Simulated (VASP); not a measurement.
Here is a VASP 6.6.1 calculation.

The input INCAR:

```
SYSTEM = GeSb4Te7
  PREC = Accurate
  ENCUT = 600
  EDIFF = 1E-6
  ISMEAR = -1
  SIGMA = 0.05
  LREAL = .FALSE.
  LASPH = .TRUE.
  NELM = 100
  ALGO = Normal
  ISIF = 3
  LWAVE = .FALSE.
  LCHARG = .FALSE.
  GGA = PE
  IBRION = 2
  NSW = 60
  EDIFFG = -0.01
  KPAR = 4
```

KPOINTS

```
Automatic mesh
0
G
  9 9 2
  0 0 0
```

The input POSCAR:

```
GeSb4Te7
1.0
    4.2893002584      0.0000000000      0.0000000000
   -2.1446501292      3.7146429882      0.0000000000
    0.0000000000      0.0000000000     24.6377784500
Ge Sb Te
1 4 7
Direct
    0.0000000000      0.0000000000      0.5000000000
    0.6666666700      0.3333333300      0.9188986200
    0.3333333300      0.6666666700      0.3497515000
    0.3333333300      0.6666666700      0.0811013800
    0.6666666700      0.3333333300      0.6502485000
    0.3333333300      0.6666666700      0.8497318700
    0.6666666700      0.3333333300      0.1502681300
    0.0000000000      0.0000000000      0.7189782900
    0.6666666700      0.3333333300      0.4313943000
    0.3333333300      0.6666666700      0.5686057000
    0.0000000000      0.0000000000      0.0000000000
    0.0000000000      0.0000000000      0.2810217100
```

Potentials or basis: VASP PAW PBE potentials, release 64 (Ge_d, Sb, Te).

The run is started by

```bash
$ cat potpaw_PBE.64/Ge_d/POTCAR potpaw_PBE.64/Sb/POTCAR potpaw_PBE.64/Te/POTCAR > POTCAR
$ mpirun -np 4 vasp_std > vasp.out
```

Q: Estimate the band gap on the k mesh.

A: 0.37 eV, direct.

Q: What does it give for the relaxed volume?

A: 33.15 Å³/atom.

Q: What does it give for the space group after relaxing (to 0.05 Å)?

A: P-3m1 (No. 164).

Forces on the atoms (eV/Å):
```
Ge   0.000  0.000  0.000
Sb   0.000  0.000 -0.006
Sb   0.000  0.000  0.000
Sb   0.000  0.000  0.006
Sb   0.000  0.000  0.000
Te   0.000  0.000 -0.002
Te   0.000  0.000  0.002
Te   0.000  0.000  0.005
Te   0.000  0.000  0.000
Te   0.000  0.000  0.000
Te   0.000  0.000  0.000
Te   0.000  0.000 -0.005
```

Caveat: spin-orbit coupling is left out, which moves the levels of the heavy elements; an odd mesh through Γ misses points on the zone boundary, where band edges often lie; this functional lacks dispersion, which binds the layers, so the pressure and a relaxed spacing across them are unreliable.
